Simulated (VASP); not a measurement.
An input for Ansatz (written as the equivalent of a VASP run, and not itself run):

Ansatz 0.2 input:
```yaml
crystal:
  lattice:
    - [0.0000000, 2.2828989, 2.2828989]
    - [2.2828989, 0.0000000, 2.2828989]
    - [2.2828989, 2.2828989, 0.0000000]
  atoms:
    - { symbol: Be, position: [0.0000000, 0.0000000, 0.0000000] }
    - { symbol: S, position: [0.2500000, 0.2500000, 0.2500000] }
kpoints:
  mp_grid: { grid: [10, 10, 10] }
hamiltonian:
  xc: lda
  pseudopotentials: { kind: paw }
scf:
  occupations: { method: gaussian, width: 0.05 }
  max_iter: 100
relax:
  max_steps: 40
  f_tol: 0.02
  cell: { p_target: 20 }
output: { forces: true, stress: true, eigenvalues: true }
```

**Question.** Write the VASP files for the same calculation (LDA).

**Answer.** One answer among several that fit: 
### KPOINTS
```
Automatic mesh
0
Gamma
10 10 10
0 0 0
```

POSCAR:
```
BeS
1
    0.0000000000     2.2828989065     2.2828989065
    2.2828989065    -0.0000000000     2.2828989065
    2.2828989065     2.2828989065     0.0000000000
Be S
1 1
Direct
  0.0000000000   0.0000000000   0.0000000000
  0.2500000000   0.2500000000   0.2500000000
```

### INCAR
```
SYSTEM  =  BeS
PREC  =  Accurate; ENCUT  =  500; LREAL  =  .False.
LASPH  =  .True.
EDIFF  =  1E-6; NELM  =  100; ALGO  =  Normal
ISMEAR  =  0; SIGMA  =  0.05
IBRION  =  2; NSW  =  40; ISIF  =  3
EDIFFG  =  -0.02; PSTRESS  =  200
LWAVE  =  .False.; LCHARG  =  .False.
```

POTCAR, in this order: Be S (LDA.64 set). Program: vasp_std.

What does not carry over: each code has its own PAW files, so the cut-off isn't converted (ENCUT is set for VASP's; basis.ecutwfc is left out, and Ansatz then takes the one that its files recommend); Ansatz stops its SCF on the density residual and VASP on the energy change (EDIFF); Ansatz's lda is the Perdew-Wang form, while the LDA potentials of VASP carry Perdew-Zunger's.

The compound is BeS in the zinc blende structure. It was relaxed first under an external pressure of 20 GPa.
